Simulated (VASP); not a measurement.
**Berry-phase polarisation of GaN**

Wanted: polarisation and energy of GaN along a straight path from a centred structure to the polar one.

Main program and level: VASP 6.6.1; LDA; plane waves and PAW (Ga_d, N), in the first sound run; inputs show where later runs differ.

## (1) The structure

The structure is hexagonal, space group P6_3mc (No. 186). The conventional cell has a = 3.189 Å, b = 3.189 Å, c = 5.185 Å, α = 90.00°, β = 90.00°, γ = 120.00°. Nearest to Ga lie 4 N at 1.95 Å. N has 4 Ga at 1.95 Å nearest. Farther neighbours and most contacts between anions are not listed.

Coordinates:

```xyz
4
Lattice="3.1890 0.0000 0.0000 -1.5945 2.7618 0.0000 0.0000 0.0000 5.1850" Properties=species:S:1:pos:R:3 pbc="T T T"
Ga    0.0000    1.8412    0.0000
Ga    1.5945    0.9206    2.5925
N     0.0000    1.8412    1.9547
N     1.5945    0.9206    4.5472
```

## (2) Relax the crystal, LDA

The polar end is relaxed first.

This step took 2 runs in a row; the last is shown.

Level: LDA; plane waves and PAW (Ga_d, N).

INCAR reads:

```
SYSTEM = GaN
PREC = Accurate
ENCUT = 520
EDIFF = 1E-07
NELM = 120
ISMEAR = 0
SIGMA = 0.02
LREAL = .FALSE.
ALGO = Normal
GGA = CA
NBANDS = 24
LASPH = .TRUE.
LORBIT = 11
LWAVE = .FALSE.
LCHARG = .FALSE.
KPAR = 8
IBRION = 2
NSW = 80
ISIF = 3
EDIFFG = -0.005
POTIM = 0.4
```

POSCAR reads:

```
GaN
1.0
    3.1576401734      0.0000000000      0.0000000000
   -1.5788200867      2.7345966065      0.0000000000
    0.0000000000      0.0000000000      5.1476918157
Ga N
2 2
Direct
    0.3333333333      0.6666666667      0.0002931948
    0.6666666667      0.3333333333      0.5002931948
    0.3333333333      0.6666666667      0.3767068052
    0.6666666667      0.3333333333      0.8767068052
```

KPOINTS reads:

```
Automatic mesh
0
Gamma
10 10 5
0 0 0
```

Potentials, in the order of the species: Ga_d and N (LDA family, release 64).

Run with:

```console
$ mpirun -np 8 vasp_std
```

Log:

```text
[banner, memory and clock lines left out]
running    8 mpi-ranks, on    1 nodes
[...]
|                                                                             |
|           W    W    AA    RRRRR   N    N  II  N    N   GGGG   !!!           |
|           W    W   A  A   R    R  NN   N  II  NN   N  G    G  !!!           |
|           W    W  A    A  R    R  N N  N  II  N N  N  G       !!!           |
|           W WW W  AAAAAA  RRRRR   N  N N  II  N  N N  G  GGG   !            |
|           WW  WW  A    A  R   R   N   NN  II  N   NN  G    G                |
|           W    W  A    A  R    R  N    N  II  N    N   GGGG   !!!           |
|                                                                             |
|     For optimal performance we recommend to set                             |
|       NCORE = 2 up to number-of-cores-per-socket                            |
|     NCORE specifies how many cores store one orbital (NPAR=cpu/NCORE).      |
|     This setting can greatly improve the performance of VASP for DFT.       |
[...]
|     Unfortunately you need to use the default for GW and RPA                |
|     calculations (for HF NCORE is supported but not extensively tested      |
|     yet).                                                                   |
|                                                                             |

 LDA part: xc-table for (Slater(with rela. corr.)+CA(PZ))
 , standard interpolation
 POSCAR, INCAR and KPOINTS ok, starting setup
[...]
entering main loop
       N       E                     dE             d eps       ncg     rms          rms(c)
DAV:   1     0.271566015203E+03    0.27157E+03   -0.18348E+04  2144   0.282E+03
DAV:   2     0.632751164630E-01   -0.27150E+03   -0.26033E+03  2280   0.511E+02
DAV:   3    -0.311362342574E+02   -0.31200E+02   -0.30953E+02  2408   0.142E+02
DAV:   4    -0.320422881423E+02   -0.90605E+00   -0.90456E+00  2480   0.269E+01
[...]
DAV:  16    -0.279107652669E+02    0.34329E-05   -0.27747E-06  2552   0.172E-02    0.216E-02
DAV:  17    -0.279107632417E+02    0.20253E-05   -0.52012E-06  3368   0.220E-02    0.576E-03
DAV:  18    -0.279107631544E+02    0.87323E-07   -0.78683E-07  3000   0.726E-03
   1 F= -.27910763E+02 E0= -.27910763E+02  d E =-.279108E+02
[...]
reached required accuracy - stopping structural energy minimisation
```

The job ended after 11 s (8 MPI ranks of Intel Xeon Platinum 8259CL at 2.50GHz (Skylake/Cascade Lake), shared host; peak memory 1.4 GiB).

The logs omit lines about the potential files and the build; timing stands in the text.

Parts of OUTCAR (step 2):

```text
  Total       -0.0017808     -0.0017808     -0.0008522      0.0000000      0.0000000      0.0000000
  in kB       -0.0641888     -0.0641888     -0.0307182      0.0000000      0.0000000      0.0000000
  external PRESSURE =      -0.0530319 kB  Pullay stress =       0.0000000 kB

 POSITION                                       TOTAL-FORCE (eV/Angst)
 -----------------------------------------------------------------------------------
     -0.00000      1.82306      0.00151        -0.000000      0.000000      0.000215
      1.57882      0.91153      2.57536         0.000000      0.000000      0.000215
     -0.00000      1.82306      1.93917        -0.000000      0.000000     -0.000215
      1.57882      0.91153      4.51302         0.000000     -0.000000     -0.000215
 -----------------------------------------------------------------------------------
    total drift:                               -0.000001     -0.000001      0.000557

  FREE ENERGIE OF THE ION-ELECTRON SYSTEM (eV)
  ---------------------------------------------------
  free  energy   TOTEN  =       -27.9107631544 eV

  energy  without entropy=      -27.9107631544  energy(sigma->0) =      -27.91076315

 reached required accuracy - stopping structural energy minimisation

[... 3 further parts left out ...]
[key lines of the parts left out:]
E-fermi :   5.4793
```

Numbers from this step:

* energy(sigma→0) of the program: -27.9108 eV
* stress, compression positive: xx, yy, zz -0.01, -0.01, 0.00 GPa
* volume: 44.450 Å³
* ionic steps: 1

## (3) Berry phase, LDA

The centred structure lies half way between the polar one and its mirror or inverted image (space group 194 within 0.02 Å; largest move 0.33 Å). One point of the path in full, at 0.6 of the distortion.

Level: LDA; plane waves and PAW (Ga_d, N).

INCAR reads:

```
SYSTEM = GaN
PREC = Accurate
ENCUT = 520
EDIFF = 1E-07
NELM = 100
ISMEAR = 0
SIGMA = 0.02
LREAL = .FALSE.
ALGO = Normal
GGA = CA
NBANDS = 24
LASPH = .TRUE.
LWAVE = .FALSE.
LCHARG = .FALSE.
LCALCPOL = .TRUE.
DIPOL = 0.123 0.137 0.119
ISIF = 2
```

POSCAR reads:

```
GaN
1.0
    3.1576401734      0.0000000000      0.0000000000
   -1.5788200867      2.7345966065      0.0000000000
    0.0000000000      0.0000000000      5.1476918157
Ga N
2 2
Direct
    0.3333333330      0.6666666670      0.9761759170
    0.6666666670      0.3333333330      0.4761759170
    0.3333333330      0.6666666670      0.4020240830
    0.6666666670      0.3333333330      0.9020240830
```

KPOINTS reads:

```
Automatic mesh
0
Gamma
11 11 8
0 0 0
```

Run with:

```console
$ mpirun -np 2 vasp_std
```

Log:

```text
[banner, memory and clock lines left out]
running    2 mpi-ranks, on    1 nodes
[...]
LDA part: xc-table for (Slater(with rela. corr.)+CA(PZ))
 , standard interpolation
 POSCAR, INCAR and KPOINTS ok, starting setup
[...]
entering main loop
       N       E                     dE             d eps       ncg     rms          rms(c)
DAV:   1     0.272052754012E+03    0.27205E+03   -0.18177E+04  4136   0.282E+03
DAV:   2     0.119674358294E+01   -0.27086E+03   -0.25926E+03  4224   0.519E+02
DAV:   3    -0.308981525262E+02   -0.32095E+02   -0.31833E+02  4608   0.144E+02
DAV:   4    -0.317886806216E+02   -0.89053E+00   -0.88945E+00  4640   0.268E+01
[...]
DAV:  15    -0.274162211605E+02    0.24944E-05   -0.38067E-06  4992   0.213E-02    0.103E-02
DAV:  16    -0.274162207487E+02    0.41185E-06   -0.19817E-06  5744   0.105E-02    0.993E-04
DAV:  17    -0.274162207451E+02    0.35525E-08   -0.10470E-07  2688   0.231E-03
 p_tot=( -0.620E+01 -0.135E+02  0.112E+02 )
   1 F= -.27416221E+02 E0= -.27416221E+02  d E =-.362322E-18
```

Wall time 89 s (2 MPI ranks); peak memory 0.43 GiB.

From OUTCAR (step 3):

```text
  Total        2.8528707      2.8528707     -1.8295879      0.0000000      0.0000000      0.0000000
  in kB      102.8310386    102.8310386    -65.9470553      0.0000000      0.0000000      0.0000000
  external PRESSURE =      46.5716740 kB  Pullay stress =       0.0000000 kB

 POSITION                                       TOTAL-FORCE (eV/Angst)
 -----------------------------------------------------------------------------------
     -0.00000      1.82306      5.02505        -0.000000      0.000000      1.431789
      1.57882      0.91153      2.45121         0.000000     -0.000000      1.431789
     -0.00000      1.82306      2.06950         0.000000     -0.000000     -1.431789
      1.57882      0.91153      4.64334        -0.000000      0.000000     -1.431789
 -----------------------------------------------------------------------------------
    total drift:                               -0.000001     -0.000000      0.000100

  FREE ENERGIE OF THE ION-ELECTRON SYSTEM (eV)
  ---------------------------------------------------
  free  energy   TOTEN  =       -27.4162207451 eV

  energy  without entropy=      -27.4162207451  energy(sigma->0) =      -27.41622075

[... 1 part as in an earlier step ...]

[... 2 further parts left out ...]
[key lines of the parts left out:]
E-fermi :   5.7448
```

This run gave:

```
energy(sigma→0) of the program : -27.4162 eV
stress, compression positive   : xx, yy, zz 10.28, 10.28, -6.59 GPa
```

The run ends at a pressure of 4.66 GPa, with forces up to 1.4 eV/Å.

## (4) The whole series

The other members went through these steps as far as the tables show, at the cell of the polar end; 11 runs are not shown. The session took 0.69 core hours (wall time by ranks) on a shared machine.

The Berry phase fixes the polarisation only up to a quantum, here 186 µC/cm², so branches are joined from point to point; the sign is set positive along the polar axis, and energies count from the end point of the series.

| fraction of the polar distortion | polarisation, branches joined (µC/cm²) | energy above the polar end (meV/f.u.) | gap on the mesh (eV) |
| --- | --- | --- | --- |
| 0 | 0.00 | 593.63 | 2.17 |
| 0.10 | 14.40 | 582.04 | 2.16 |
| 0.20 | 28.74 | 547.93 | 2.13 |
| 0.30 | 42.94 | 493.36 | 2.09 |
| 0.40 | 56.98 | 421.69 | 2.04 |
| 0.50 | 70.81 | 337.65 | 1.99 |
| 0.60 | 84.41 | 247.31 | 1.96 |
| 0.70 | 97.75 | 158.24 | 1.95 |
| 0.80 | 110.83 | 79.59 | 1.98 |
| 0.90 | 123.63 | ? | 2.05 |
| 1 | 136.19 | 0.00 | 2.11 |

## (5) A double well from the known rows

Fitting a parabola to the 10 known rows (u: square of the distortion) gives E = 577.7 u² − 1172 u + 594.0 in meV/f.u.; the residuals are 0.44 meV/f.u. r.m.s.

At u = 0.81 this predicts 23.68 meV/f.u.

## (6) Prediction against calculation

The calculation gives 22.43 meV/f.u., so the prediction is 1.25 meV/f.u. too high, more than twice the residual of the fit.

## (7) Summary of results

| Property | Result |
| --- | --- |
| polarisation at the last point | 136.2 µC/cm² |
| energy of the centred structure | 594 meV/f.u. |
| highest point of the path | 594 meV/f.u. |
| error of the predicted energy | 1.25 meV/f.u. |

The largest step between points is 14.4 µC/cm², well under half the quantum, so the joining is safe. The polarisation departs from a straight line by up to 2.7 µC/cm². The smallest gap on the mesh along the path is 1.95 eV. The value belongs to this centred reference; where a crystal has several, another path can give another value. A straight path at a fixed cell bounds the barrier of uniform switching from above; where films switch at all, they do so at domain walls.

[Lines on the potential files, build, host, timing and source positions are cut from VASP's logs without a mark.]

[Logs are printed without paths, hosts, clocks, repeated set-up lines and the standing remarks that a program may print on its own settings, such as how far it seeks lower states.]

[Hosts, paths, dates, database ids (printed as entryN), source tags and the programs' standing remarks are cut or masked in the printed files.]
